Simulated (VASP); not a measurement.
Set up this calculation in VASP 6.6.1, as the native input.

```yaml
Task: relaxation of cell and atoms
Functional: PBE
Potentials_or_basis: VASP PAW PBE potentials, release 64 (Ca_sv, Zr_sv, N)
Cutoff: 520 eV
k_mesh: 2 × 2 × 4
Occupations: gaussian, width 0.15 eV
Spin: no spin polarisation
Further_INCAR_settings: PREC = Normal; LREAL = Auto; ALGO = Fast; EDIFF = 0.0001; IBRION = 2; EDIFFG = -0.08; NSW = 24; ISIF = 3
```

The structure of Ca2ZrN2 lies in POSCAR:

```
Ca2ZrN2
1.0
    7.2231746500      0.0000000000      0.0000000000
    0.0000000000      7.2231746500      0.0000000000
    0.0000000000      0.0000000000      3.7630140700
Ca Zr N
4 2 4
Direct
    0.6724375000      0.1724375000      0.5000000000
    0.3275625000      0.8275625000      0.5000000000
    0.1724375000      0.3275625000      0.5000000000
    0.8275625000      0.6724375000      0.5000000000
    0.0000000000      0.0000000000      0.0000000000
    0.5000000000      0.5000000000      0.0000000000
    0.1291480100      0.6291480100      0.0000000000
    0.8708519900      0.3708519900      0.0000000000
    0.6291480100      0.8708519900      0.0000000000
    0.3708519900      0.1291480100      0.0000000000
```

The cell was built by a generator and needn't be a form met in nature.

One way to write it, as run:

INCAR

```
SYSTEM = Ca2ZrN2
ALGO = Fast ; EDIFF = 1E-4
EDIFFG = -0.08 ; ENCUT = 520
GGA = PE ; IBRION = 2
ISIF = 3 ; ISMEAR = 0
KPAR = 2 ; LASPH = .TRUE.
LCHARG = .FALSE. ; LREAL = Auto
LWAVE = .FALSE. ; NELM = 60
NSW = 24 ; PREC = Normal
SIGMA = 0.15
```

KPOINTS

```
k-points
0
G
  2 2 4
  0 0 0
```

Potentials or basis: VASP PAW PBE potentials, release 64 (Ca_sv, Zr_sv, N).

The run is started by

```console
$ cat potpaw_PBE.64/Ca_sv/POTCAR potpaw_PBE.64/Zr_sv/POTCAR potpaw_PBE.64/N/POTCAR > POTCAR
$ mpirun -np 2 vasp_std > vasp.out
```

It gave:

```
Relaxed volume                         : 15.24 Å³/atom
Relaxed cell                           : a = 6.480 Å, b = 6.480 Å, c = 3.630 Å, α = 90.00°, β = 90.00°, γ = 90.00°
Space group after relaxing (to 0.05 Å) : P4/mbm (No. 127)
Energy gained by relaxing              : 759.0 meV/atom
Ionic steps                            : 13
Pressure after relaxing                : 0.1 GPa
Largest force after relaxing           : 0.058 eV/Å
Band gap on the k mesh                 : 0.22 eV, indirect (least direct gap 0.52 eV)
```

Caveat: the k mesh is coarse (spacing up to 0.43 Å⁻¹), so the values aren't converged; the volume moved by over 15 % at a fixed basis, so the end points are rough; the relaxation stopped at a loose force limit of 0.08 eV/Å, so its end isn't a converged minimum.

Wall time 3.9 min on 2 MPI ranks on Intel(R) Xeon(R) Platinum 8488C (Sapphire Rapids) (shared host), peak memory 0.23 GiB a rank.
